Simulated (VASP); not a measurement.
Computed with PBEsol GGA, VASP's PBE PAW potentials (set 64) (plane waves; VASP).

Input for VASP

KPOINTS:
```
Regular mesh
0
gamma
 9 9 9
0 0 0
```

**POSCAR**
```
ZnCu2SnSe4
5.6499420
 -0.5010819057   0.5010819063   0.9999999629
  0.5010819057  -0.5010819063   0.9999999629
  0.5010819063   0.5010819057  -0.9999999629
Cu Zn Sn Se
2 1 1 4
Direct
  0.0000000000   0.0000000000   0.0000000000
  0.7500000000   0.2500000000   0.5000000000
  0.2500000000   0.7500000000   0.5000000000
  0.5000000000   0.5000000000   0.0000000000
  0.6396130725   0.6299412421   0.5309963924
  0.0989448496   0.1086166801   0.4690036076
  0.3700587579   0.9010551504   0.0096718305
  0.8913833199   0.3603869275   0.9903281695
```

### INCAR
```
ALGO = Normal
EDIFF = 1E-7
ENCUT = 400
GGA = PS
ISIF = 2
ISMEAR = -5
LASPH = .TRUE.
LCHARG = .TRUE.
LMAXMIX = 4
LORBIT = 11
LREAL = .FALSE.
LWAVE = .FALSE.
NEDOS = 601
NELM = 100
PREC = Accurate
SYSTEM = ZnCu2SnSe4
```

POTCAR, in this order: Cu Zn Sn_d Se (PBE.64 set). Program: vasp_std.

Output of the run:

OUTCAR:
```
 ion  position               nearest neighbor table
   1  0.000  0.000  0.000-   7 2.39   5 2.39   8 2.39   6 2.39
   2  0.750  0.250  0.500-   6 2.38   8 2.38   7 2.38   5 2.38
   3  0.250  0.750  0.500-   5 2.45   6 2.45   8 2.45   7 2.45
   4  0.500  0.500  0.000-   5 2.59   6 2.59   8 2.59   7 2.59
   5  0.640  0.630  0.531-   2 2.38   1 2.39   3 2.45   4 2.59
   6  0.099  0.109  0.469-   2 2.38   1 2.39   3 2.45   4 2.59
   7  0.370  0.901  0.010-   2 2.38   1 2.39   3 2.45   4 2.59
   8  0.891  0.360  0.990-   2 2.38   1 2.39   3 2.45   4 2.59
  LATTYP: Found a body centered tetragonal cell.
 ALAT       =     5.6621674126
 C/A-ratio  =     1.9956816458
 Subroutine PRICEL returns:
 Original cell was already a primitive cell.
 Subroutine GETGRP returns: Found  4 space group operations
The static configuration has the point symmetry S_4 .
The dynamic configuration has the point symmetry S_4 .
 Subroutine INISYM returns: Found  4 space group operations
 Subroutine IBZKPT returns following result:
 Found    105 irreducible k-points:

 Following reciprocal coordinates:
            Coordinates               Weight
  0.000000  0.000000  0.000000      1.000000
  0.111111 -0.000000  0.000000      8.000000
  0.222222 -0.000000  0.000000      8.000000
  0.333333 -0.000000  0.000000      8.000000
  0.444444 -0.000000  0.000000      8.000000
  0.111111  0.111111  0.000000      8.000000
  0.222222  0.111111 -0.000000      8.000000
 -0.222222 -0.111111  0.333333      8.000000
  0.333333  0.111111 -0.000000      8.000000
 -0.333333 -0.111111  0.444444      8.000000
  0.444444  0.111111 -0.000000      8.000000
 -0.444444 -0.111111 -0.444444      8.000000
 -0.444444  0.111111  0.000000      8.000000
  0.444444 -0.111111 -0.333333      8.000000
 -0.333333  0.111111  0.000000      8.000000
  0.333333 -0.111111 -0.222222      8.000000
 -0.222222  0.111111  0.000000      8.000000
...
```

### OSZICAR
```
       N       E                     dE             d eps       ncg     rms          rms(c)
DAV:   1     0.639823520682E+03    0.63982E+03   -0.27286E+04  9046   0.170E+03
DAV:   2     0.684260179127E+02   -0.57140E+03   -0.55808E+03  9065   0.447E+02
DAV:   3    -0.284365615136E+02   -0.96863E+02   -0.95062E+02 11645   0.190E+02
DAV:   4    -0.347169418447E+02   -0.62804E+01   -0.62030E+01 11676   0.491E+01
DAV:   5    -0.349813008527E+02   -0.26436E+00   -0.26362E+00 13156   0.109E+01    0.138E+01
DAV:   6    -0.353428503180E+02   -0.36155E+00   -0.46022E+01 13050   0.110E+02    0.107E+01
DAV:   7    -0.327073600935E+02    0.26355E+01   -0.10611E+01 11505   0.802E+01    0.519E+00
DAV:   8    -0.329176578719E+02   -0.21030E+00   -0.53646E+00 14052   0.308E+01    0.355E+00
DAV:   9    -0.327942141883E+02    0.12344E+00   -0.13742E+00 12870   0.204E+01    0.637E-01
DAV:  10    -0.327928758969E+02    0.13383E-02   -0.84533E-02 13660   0.525E+00    0.240E-01
DAV:  11    -0.327935946730E+02   -0.71878E-03   -0.96041E-03 14099   0.192E+00    0.199E-01
DAV:  12    -0.327935158150E+02    0.78858E-04   -0.18599E-03 13940   0.122E+00    0.624E-02
DAV:  13    -0.327935797711E+02   -0.63956E-04   -0.39008E-04 11175   0.126E-01    0.167E-02
DAV:  14    -0.327935820952E+02   -0.23240E-05   -0.49596E-05 13620   0.173E-01    0.926E-03
DAV:  15    -0.327935836577E+02   -0.15625E-05   -0.10738E-05 13686   0.537E-02    0.332E-03
DAV:  16    -0.327935838440E+02   -0.18637E-06   -0.11618E-06 12884   0.176E-02    0.195E-03
DAV:  17    -0.327935837917E+02    0.52345E-07   -0.40772E-07  8692   0.147E-02
   1 F= -.32793584E+02 E0= -.32793584E+02  d E =0.000000E+00
```

OUTCAR:
```
------------------------ aborting loop because EDIFF is reached ----------------------------------------
  FORCE on cell =-STRESS in cart. coord.  units (eV):
  Direction    XX          YY          ZZ          XY          YZ          ZX
  --------------------------------------------------------------------------------------
  Total        0.0101207      0.0101207      0.0719434     -0.0000000      0.0000000      0.0000000
  in kB        0.0895186      0.0895186      0.6363445     -0.0000002      0.0000000      0.0000000
  external PRESSURE =       0.2717939 kB  Pullay stress =       0.0000000 kB
  volume of cell :      181.14
      direct lattice vectors                 reciprocal lattice vectors
    -2.831083705  2.831083708  5.649941790     0.000000000  0.176610815  0.088496487
     2.831083705 -2.831083708  5.649941790     0.176610815 -0.000000000  0.088496487
     2.831083708  2.831083705 -5.649941790     0.176610815  0.176610815  0.000000000
 POSITION                                       TOTAL-FORCE (eV/Angst)
 -----------------------------------------------------------------------------------
      0.00000      0.00000      0.00000         0.000000      0.000000     -0.000000
      0.00000      2.83108      2.82497        -0.000000      0.000000     -0.000000
      2.83108     -0.00000      2.82497         0.000000     -0.000000     -0.000000
      0.00000      0.00000      5.64994        -0.000000      0.000000     -0.000000
      1.47591      1.53068      4.17281        -0.002225      0.008258      0.005893
      1.35517      1.30041     -1.47713         0.002225     -0.008258      0.005893
      1.53068     -1.47591      7.12707         0.008258      0.002225     -0.005893
      1.30041      4.30700      1.47713        -0.008258     -0.002225     -0.005893
 -----------------------------------------------------------------------------------
    total drift:                               -0.000001     -0.000001      0.000007
  FREE ENERGIE OF THE ION-ELECTRON SYSTEM (eV)
  ---------------------------------------------------
  free  energy   TOTEN  =       -32.7935837917 eV

  energy  without entropy=      -32.7935837917  energy(sigma->0) =      -32.79358379

 total charge

# of ion       s       p       d       tot
------------------------------------------
    1        0.388   0.366   9.252  10.006
    2        0.389   0.372   9.253  10.014
    3        0.554   0.457   9.780  10.791
    4        1.151   1.048  10.053  12.253
    5        1.453   2.357   0.050   3.859
    6        1.453   2.357   0.050   3.859
    7        1.453   2.357   0.050   3.859
    8        1.453   2.357   0.050   3.859
--------------------------------------------------
tot          8.292  11.670  38.539  58.502
```
(Selected blocks of OUTCAR.)

The structure was generated: ZnCu2SnSe4 was put into the kesterite type (I-4), a phase also known from measurement. It was relaxed first.
